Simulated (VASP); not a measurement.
Calculation: PBEsol GGA, VASP's PBE PAW potentials (set 64) (plane waves; VASP).

VASP ran on this input.

INCAR:
```
SYSTEM = SnSe2
PREC = Accurate
ENCUT = 480
EDIFF = 1E-7
NELM = 100
ALGO = Normal
LREAL = .FALSE.
LASPH = .TRUE.
ISMEAR = 0
SIGMA = 0.05
GGA = PS
LMAXMIX = 4
LWAVE = .FALSE.
LCHARG = .FALSE.
ISIF = 3
IBRION = 2
NSW = 40
EDIFFG = -0.01
PSTRESS = 50
```

**KPOINTS**
```
Automatic mesh
0
Gamma
6 6 4
0 0 0
```

File POSCAR:
```
SnSe2
1
    1.8874453068    -3.2691515697    -0.0000000000
    1.8874453068     3.2691515697     0.0000000000
    0.0000000000     0.0000000000     5.5286688841
Sn Se
1 2
Direct
  1.0000000000   1.0000000000   0.0000000000
  0.3333330000   0.6666670000   0.2866026671
  0.6666670000   0.3333330000   0.7133973329
```

POTCAR, in this order: Sn_d Se (PBE.64 set). Program: vasp_std.

Output of the run:

File OSZICAR:
```
       N       E                     dE             d eps       ncg     rms          rms(c)
DAV:   1     0.189041730304E+03    0.18904E+03   -0.12171E+04   824   0.173E+03
DAV:   2     0.664329850974E+01   -0.18240E+03   -0.17886E+03   904   0.396E+02
DAV:   3    -0.125005397966E+02   -0.19144E+02   -0.18473E+02  1047   0.117E+02
DAV:   4    -0.130671204452E+02   -0.56658E+00   -0.56450E+00   936   0.210E+01
DAV:   5    -0.130799957299E+02   -0.12875E-01   -0.12873E-01  1259   0.334E+00    0.548E+00
DAV:   6    -0.128719888057E+02    0.20801E+00   -0.49457E-01  1188   0.837E+00    0.345E+00
DAV:   7    -0.128489347090E+02    0.23054E-01   -0.12220E-01  1028   0.272E+00    0.956E-01
DAV:   8    -0.128474765797E+02    0.14581E-02   -0.88399E-03  1025   0.974E-01    0.239E-01
DAV:   9    -0.128474488741E+02    0.27706E-04   -0.10314E-03   900   0.241E-01    0.665E-02
DAV:  10    -0.128474510331E+02   -0.21590E-05   -0.92907E-05  1105   0.679E-02    0.240E-02
DAV:  11    -0.128474583500E+02   -0.73169E-05   -0.20996E-05   900   0.298E-02    0.652E-03
DAV:  12    -0.128474584475E+02   -0.97479E-07   -0.10630E-06  1023   0.778E-03    0.392E-03
DAV:  13    -0.128474584592E+02   -0.11774E-07   -0.39267E-07   969   0.518E-03
   1 F= -.10718244E+02 E0= -.10717708E+02  d E =-.107182E+02
```

**OUTCAR**
```
------------------------ aborting loop because EDIFF is reached ----------------------------------------
  FORCE on cell =-STRESS in cart. coord.  units (eV):
  Direction    XX          YY          ZZ          XY          YZ          ZX
  --------------------------------------------------------------------------------------
  Total        2.1303601      2.1303606      2.1277648      0.0000000      0.0000000      0.0000000
  in kB       50.0269003     50.0269126     49.9659544      0.0000000      0.0000000      0.0000000
  external PRESSURE =       0.0065891 kB  Pullay stress =      50.0000000 kB
  volume of cell :       68.23
      direct lattice vectors                 reciprocal lattice vectors
     1.887445307 -3.269151570  0.000000000     0.264908338 -0.152944882  0.000000000
     1.887445307  3.269151570  0.000000000     0.264908338  0.152944882  0.000000000
     0.000000000  0.000000000  5.528668884     0.000000000  0.000000000  0.180875365
 POSITION                                       TOTAL-FORCE (eV/Angst)
 -----------------------------------------------------------------------------------
      0.00000      0.00000      0.00000         0.000000      0.000000      0.000000
      1.88745      1.08972      1.58453         0.000000      0.000000     -0.004954
      1.88745     -1.08972      3.94414        -0.000000     -0.000000      0.004954
 -----------------------------------------------------------------------------------
    total drift:                               -0.000000      0.000000      0.000000
  FREE ENERGIE OF THE ION-ELECTRON SYSTEM (eV)
  ---------------------------------------------------
  free  energy   TOTEN  =       -12.8474584592 eV

  energy  without entropy=      -12.8463871179  energy(sigma->0) =      -12.84692279
  enthalpy is  TOTEN    =       -10.7182438841 eV   P V=        2.1292145752

 reached required accuracy - stopping structural energy minimisation
```
(Selected blocks of OUTCAR.)

Without a dispersion term in the relaxation, distances and binding between the weakly bound layers, chains or molecules are unreliable, and so is what depends on them.

The compound is SnSe2 in the 1T layered structure. It was relaxed first under an external pressure of 5 GPa. The k-mesh is coarse (spacing up to 0.32 per Å, 2π included), so the numbers may not be converged in it.
